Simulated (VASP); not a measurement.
Method: PBE GGA, VASP's PBE PAW potentials (set 64) (plane waves; VASP).

A VASP calculation is set up with these files.

POSCAR:
```
Ti
1
    1.4750000000    -2.5547750000     0.0000000000
    1.4750000000     2.5547750000     0.0000000000
    0.0000000000     0.0000000000     4.6800000000
Ti
2
Direct
  0.3333330000   0.6666670000   0.2500000000
  0.6666670000   0.3333330000   0.7500000000
```

INCAR:
```
# general
SYSTEM   =  Ti
PREC     =  Accurate
ENCUT    =  400
LREAL    =  .FALSE.
LASPH    =  .TRUE.

# electronic loop
EDIFF    =  1E-6
NELM     =  100
ALGO     =  Normal
LMAXMIX  =  4

# smearing
ISMEAR   =  1
SIGMA    =  0.1

# functional
GGA      =  PE

# ions
ISIF     =  2

# output
LWAVE    =  .FALSE.
LCHARG   =  .FALSE.
```

**KPOINTS**
```
Automatic mesh
0
Gamma
2 2 1
0 0 0
```

POTCAR, in this order: Ti_sv (PBE.64 set). Program: vasp_std.

The run wrote:

### OSZICAR
```
       N       E                     dE             d eps       ncg     rms          rms(c)
DAV:   1     0.230784523384E+03    0.23078E+03   -0.12171E+04    64   0.161E+03
DAV:   2     0.107083942693E+02   -0.22008E+03   -0.21931E+03    64   0.468E+02
DAV:   3    -0.177674811891E+02   -0.28476E+02   -0.28206E+02   128   0.124E+02
DAV:   4    -0.188682607586E+02   -0.11008E+01   -0.11008E+01    64   0.287E+01
DAV:   5    -0.189183893258E+02   -0.50129E-01   -0.50128E-01   112   0.423E+00    0.129E+01
DAV:   6    -0.162419682619E+02    0.26764E+01   -0.94488E+00    72   0.364E+01    0.284E+00
DAV:   7    -0.162702782636E+02   -0.28310E-01   -0.32538E-01    72   0.500E+00    0.191E+00
DAV:   8    -0.162907556729E+02   -0.20477E-01   -0.13268E-01    80   0.433E+00    0.349E-01
DAV:   9    -0.162883125964E+02    0.24431E-02   -0.98501E-03    80   0.132E+00    0.871E-02
DAV:  10    -0.162884120315E+02   -0.99435E-04   -0.48944E-04   104   0.211E-01    0.661E-02
DAV:  11    -0.162884016844E+02    0.10347E-04   -0.88618E-05    80   0.995E-02    0.103E-02
DAV:  12    -0.162884037938E+02   -0.21093E-05   -0.95936E-06    96   0.266E-02    0.349E-03
DAV:  13    -0.162884041810E+02   -0.38728E-06   -0.53217E-07    64   0.781E-03
   1 F= -.16288404E+02 E0= -.16287135E+02  d E =-.380639E-02
```

### OUTCAR
```
------------------------ aborting loop because EDIFF is reached ----------------------------------------
  FORCE on cell =-STRESS in cart. coord.  units (eV):
  Direction    XX          YY          ZZ          XY          YZ          ZX
  --------------------------------------------------------------------------------------
  Total        2.3931463      2.3931464    -11.0455519      0.0000000      0.0000000      0.0000000
  in kB      108.7074482    108.7074532   -501.7385575      0.0000000      0.0000000      0.0000000
  external PRESSURE =     -94.7745521 kB  Pullay stress =       0.0000000 kB
  volume of cell :       35.27
      direct lattice vectors                 reciprocal lattice vectors
     1.475000000 -2.554775000  0.000000000     0.338983051 -0.195711951  0.000000000
     1.475000000  2.554775000  0.000000000     0.338983051  0.195711951  0.000000000
     0.000000000  0.000000000  4.680000000     0.000000000  0.000000000  0.213675214
 POSITION                                       TOTAL-FORCE (eV/Angst)
 -----------------------------------------------------------------------------------
      1.47500      0.85159      1.17000        -0.000000     -0.000000      0.000000
      1.47500     -0.85159      3.51000         0.000000      0.000000      0.000000
 -----------------------------------------------------------------------------------
    total drift:                                0.000184      0.001058     -0.000016
  FREE ENERGIE OF THE ION-ELECTRON SYSTEM (eV)
  ---------------------------------------------------
  free  energy   TOTEN  =       -16.2884041810 eV

  energy  without entropy=      -16.2845977883  energy(sigma->0) =      -16.28713538
```
(Selected blocks of OUTCAR.)

The compound is Ti in the hcp structure. The cell was not relaxed at this level. The k-mesh is coarse (spacing up to 1.34 per Å, 2π included), so the numbers may not be converged in it. The run is one of a series of settings (KPOINTS 2×2×1 Γ-centred mesh against the base run), some of them coarse on purpose.
